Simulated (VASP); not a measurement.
# Be2ZnO3 (Cmc2_1) in VASP: further runs, part 2 of 2

VASP 6.6.1.

## 3. Single point, PBE

This run uses another cell than the first one, of 8.52 Å³/atom, 1.007 times its volume.

The input, INCAR:

```
  ALGO = Fast
  EDIFF = 1E-5
  ENCUT = 520
  GGA = PE
  ISIF = 2
  ISMEAR = 0
  LASPH = T
  LCHARG = F
  LREAL = Auto
  LWAVE = F
  NBANDS = 46
  NELM = 80
  PREC = Normal
  SIGMA = 0.05
```

The input, KPOINTS:

```
k-points
0
Gamma
  4 4 4
```

The input, POSCAR:

```
Be2ZnO3
1.0
    2.4946500000     -4.3722500000      0.0000000000
    2.4946500000      4.3722500000      0.0000000000
   -1.5085590000      0.0000000000      4.6870040000
Be Zn O
4 2 6
Direct
    0.5784550000      0.4110780000      0.9994220000
    0.2618350000      0.7458740000      0.0005700000
    0.4110780000      0.5784550000      0.4994220000
    0.7458740000      0.2618350000      0.5005700000
    0.9088900000      0.0830540000      0.9905480000
    0.0830540000      0.9088900000      0.4905480000
    0.5017000000      0.6609230000      0.8610290000
    0.2629340000      0.0445870000      0.9066430000
    0.8711500000      0.4194600000      0.8663140000
    0.6609230000      0.5017000000      0.3610290000
    0.0445870000      0.2629340000      0.4066430000
    0.4194600000      0.8711500000      0.3663140000
```

Potentials or basis: VASP PAW PBE potentials, release 64 (Be, Zn, O).

Launch:

```sh
cat potpaw_PBE.64/Be/POTCAR potpaw_PBE.64/Zn/POTCAR potpaw_PBE.64/O/POTCAR > POTCAR
mpirun -np 1 vasp_std > vasp.out
```

OUTCAR:

```text
EDIFF = 1E-5
   ENCUT = 520
   GGA = PE
   ISIF = 2
   ISMEAR = 0
   LASPH = T
   LREAL = Auto
   NELM = 80
   PREC = Normal

 ion  position               nearest neighbor table
   1  0.578  0.411  0.999-   8 1.64   9 1.69   7 1.69  10 1.70
   2  0.262  0.746  0.001-   8 1.64   7 1.67  12 1.73   9 1.73
   3  0.411  0.578  0.499-  11 1.64  12 1.69  10 1.69   7 1.70
   4  0.746  0.262  0.501-  11 1.64  10 1.67   9 1.73  12 1.73
   5  0.909  0.083  0.991-  11 1.97   7 1.97   9 1.97   8 1.98   6 2.89   6 2.89
   6  0.083  0.909  0.491-   8 1.97  10 1.97  12 1.97  11 1.98   5 2.89   5 2.89
   7  0.502  0.661  0.861-   2 1.67   1 1.69   3 1.70   5 1.97
   8  0.263  0.045  0.907-   1 1.64   2 1.64   6 1.97   5 1.98
   9  0.871  0.419  0.866-   1 1.69   4 1.73   2 1.73   5 1.97
  10  0.661  0.502  0.361-   4 1.67   3 1.69   1 1.70   6 1.97
  11  0.045  0.263  0.407-   3 1.64   4 1.64   5 1.97   6 1.98
  12  0.419  0.871  0.366-   3 1.69   2 1.73   4 1.73   6 1.97

  LATTYP: Found a base centered monoclinic cell.
 ALAT       =     4.9893000000
[... 220 lines left out ...]
      5     -14.1665      2.00000
      6     -14.0292      2.00000
[... 1165 lines left out ...]
     45      15.7574      0.00000
     46      15.7867      0.00000

------------------------ aborting loop because EDIFF is reached ----------------------------------------

  FORCE on cell =-STRESS in cart. coord.  units (eV):
  Direction    XX          YY          ZZ          XY          YZ          ZX
  --------------------------------------------------------------------------------------
  -------------------------------------------------------------------------------------
  Total        0.1653866      0.1713912      0.1571365      0.0000000      0.0000000     -0.0096703
  in kB        2.5916173      2.6857103      2.4623383      0.0000000      0.0000000     -0.1515347
  external PRESSURE =       2.5798886 kB  Pullay stress =       0.0000000 kB

 VOLUME and BASIS-vectors are now :
 -----------------------------------------------------------------------------
  energy-cutoff  :      520.00
  volume of cell :      102.24
      direct lattice vectors                 reciprocal lattice vectors
     2.494650000 -4.372250000  0.000000000     0.200428918 -0.114357596  0.064510047
     2.494650000  4.372250000  0.000000000     0.200428918  0.114357596  0.064510047
    -1.508559000  0.000000000  4.687004000     0.000000000  0.000000000  0.213355909

 POSITION                                       TOTAL-FORCE (eV/Angst)
 -----------------------------------------------------------------------------------
      0.96085     -0.73181      4.68429         0.002544     -0.000326      0.004920
      2.51302      2.11634      0.00267        -0.000842      0.000275      0.002002
      1.71513      0.73181      2.34079         0.002544      0.000326      0.004920
      1.75874     -2.11634      2.34617        -0.000842     -0.000275      0.002002
      0.98025     -3.61076      4.64270        -0.002404      0.003101     -0.006879
      1.73453      3.61076      2.29920        -0.002404     -0.003101     -0.006879
      1.60142      0.69616      4.03565         0.000855      0.001116     -0.002865
     -0.60057     -0.95467      4.24944         0.002898      0.004962     -0.002474
      1.91273     -1.97490      4.06042        -0.003051      0.005295      0.005296
      2.35570     -0.69616      1.69214         0.000855     -0.001116     -0.002865
      0.15371      0.95467      1.90594         0.002898     -0.004962     -0.002474
      2.66701      1.97490      1.71692        -0.003051     -0.005295      0.005296
 -----------------------------------------------------------------------------------
    total drift:                                0.005081     -0.000000     -0.009725

  FREE ENERGIE OF THE ION-ELECTRON SYSTEM (eV)
  ---------------------------------------------------
  free  energy   TOTEN  =       -73.9316276201 eV

  energy  without entropy=      -73.9316276201  energy(sigma->0) =      -73.93162762
```

Wall time 69 s (1 thread of Intel Xeon Platinum 8488C (Sapphire Rapids), shared host); peak memory 0.2 GiB.

Results:

```
Free energy            : -73.9316 eV
Pressure               : 0.3 GPa
Largest force          : 0.008 eV/Å
Band gap on the k mesh : 3.52 eV, direct
```

Forces in eV/Å, atoms in the order of the input:
```
Be   0.003  0.000  0.005
Be  -0.001  0.000  0.002
Be   0.003  0.000  0.005
Be  -0.001  0.000  0.002
Zn  -0.002  0.003 -0.007
Zn  -0.002 -0.003 -0.007
O    0.001  0.001 -0.003
O    0.003  0.005 -0.002
O   -0.003  0.005  0.005
O    0.001 -0.001 -0.003
O    0.003 -0.005 -0.002
O   -0.003 -0.005  0.005
```

A hybrid or GW would open this gap; PBE tends to underestimate it.

## 4. Single point, PBE

This run uses another cell than the first one, of 8.49 Å³/atom, 1.003 times its volume.

INCAR is that of step 3.

The input, KPOINTS:

```
k-points
0
Gamma
  7 7 7
```

The input, POSCAR:

```
Be2ZnO3
1.0
   -1.4205700000      4.3302200000      2.0698000000
    1.4205700000     -4.3302200000      2.0698000000
    2.8411400000      8.6604400000     -4.1396000000
Be Zn O
4 2 6
Direct
    0.3318600000      0.0034300000      0.1642150000
    0.3318600000      0.0034300000      0.6642150000
    0.6750000000      0.0034300000      0.3357850000
    0.6750000000      0.0034300000      0.8357850000
    0.0081890000      0.0081890000      0.0000000000
    0.0081890000      0.0081890000      0.5000000000
    0.4692160000      0.2799690000      0.0946235000
    0.4692160000      0.2799690000      0.5946235000
    0.0907220000      0.2799690000      0.4053765000
    0.0907220000      0.2799690000      0.9053765000
    0.6752540000      0.1752540000      0.2500000000
    0.6752540000      0.1752540000      0.7500000000
```

Launch:

```sh
cat potpaw_PBE.64/Be/POTCAR potpaw_PBE.64/Zn/POTCAR potpaw_PBE.64/O/POTCAR > POTCAR
mpirun -np 1 vasp_std > vasp.out
```

Wall time 8.9 min (1 thread of Intel Xeon Platinum 8488C (Sapphire Rapids), shared host); peak memory 0.41 GiB.

The run converged. Its results:

```yaml
Free_energy: -74.0419 eV
Pressure: 0.3 GPa
Largest_force: 0.010 eV/Å
Band_gap_on_the_k_mesh: 3.15 eV
```

Forces in eV/Å, atoms in the order of the input:
```
Be   0.000  0.000  0.003
Be   0.000  0.000  0.003
Be   0.000  0.000  0.003
Be   0.000  0.000  0.003
Zn   0.000  0.000 -0.010
Zn   0.000  0.000 -0.010
O    0.000  0.002  0.002
O    0.000  0.002  0.002
O    0.000 -0.002  0.002
O    0.000 -0.002  0.002
O    0.000  0.000  0.000
O    0.000  0.000  0.000
```

Levels at points of the mesh, in eV from the valence-band top:
| k point | band 31 | band 32 | band 33 | band 34 | band 35 | band 36 | band 37 | band 38 |
| --- | --- | --- | --- | --- | --- | --- | --- | --- |
| (0.00, 0.00, 0.00) | -1.39 | -0.59 | -0.48 | -0.02 | 3.15 | 5.41 | 7.74 | 7.98 |

Caveat: an odd mesh through Γ misses points on the zone boundary, where band edges often lie.

## 5. The runs side by side

```csv
cell,k mesh,gap on the mesh (eV),pressure (GPa),largest force (eV/Å)
"Cmc2_1, 8.47 Å³/atom",4 × 4 × 4,3.72,0.0,0.01
"Cc, 8.52 Å³/atom",4 × 4 × 4,3.52,0.3,0.01
"Imm2, 8.49 Å³/atom",7 × 7 × 7,3.15,0.3,0.01
```

Alike in all rows: task single point; level PBE; potentials or basis VASP PAW PBE potentials, release 64 (Be, Zn, O); no spin polarisation; cutoff (eV) 520; smearing gaussian 0.05 eV.

On the cell as given the gap runs from 3.15 eV (PBE) to 3.72 eV (PBE); the meshes differ, which moves gaps too.

Caveats: an odd mesh through Γ misses points on the zone boundary, where band edges often lie (some runs).

Total energies depend on the potentials used, so only differences within one code and one set of settings carry meaning.
